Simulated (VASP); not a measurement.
A VASP calculation is set up with these files.

### INCAR
```
# general
SYSTEM = Si
PREC   = Accurate
ENCUT  = 520   # plane-wave cut-off (eV)
LREAL  = .False.
LASPH  = .True.   # aspherical one-centre terms

# electronic loop
EDIFF  = 1E-7   # SCF stop (eV)
NELM   = 100   # most electronic steps
ALGO   = Normal

# smearing
ISMEAR = 0
SIGMA  = 0.05

# functional
GGA    = PE   # PBE
IVDW   = 12   # D3, Becke-Johnson

# ions
ISIF   = 2

# output
LWAVE  = .False.
LCHARG = .False.
```

### POSCAR
```
Si
5.3092250
  0.0000000000   0.5000000024   0.5000000024
  0.5000000024   0.0000000000   0.5000000024
  0.5000000024   0.5000000024   0.0000000000
Si
2
Direct
  0.0000000000   0.0000000000   0.0000000000
  0.2500000000   0.2500000000   0.2500000000
```

File KPOINTS:
```
Automatic
0
G
 8 8 8
```

POTCAR, in this order: Si (PBE.64 set). Program: vasp_std.

**Question.** Translate this PBE-D3(BJ) calculation to Ansatz.

**Answer.** One equivalent input (not run):
Ansatz 0.2 input:
```yaml
crystal:
  lattice:
    - [0.0000000, 2.6546125, 2.6546125]
    - [2.6546125, 0.0000000, 2.6546125]
    - [2.6546125, 2.6546125, 0.0000000]
  atoms:
    - { symbol: Si, position: [0.0000000, 0.0000000, 0.0000000] }
    - { symbol: Si, position: [0.2500000, 0.2500000, 0.2500000] }
kpoints:
  mp_grid: { grid: [8, 8, 8] }
hamiltonian:
  xc: pbe
  dispersion: d3bj
  pseudopotentials: { kind: paw }
scf:
  occupations: { method: gaussian, width: 0.05 }
  max_iter: 100
output: { forces: true, stress: true, eigenvalues: true }
```
What does not carry over: each code has its own PAW files, so the cut-off isn't converted (ENCUT is set for VASP's; basis.ecutwfc is left out, and Ansatz then takes the one that its files recommend); Ansatz stops its SCF on the density residual and VASP on the energy change (EDIFF).

The compound is Si in the diamond structure. This cell is one point of a volume scan, at 0.94 of the reference volume.
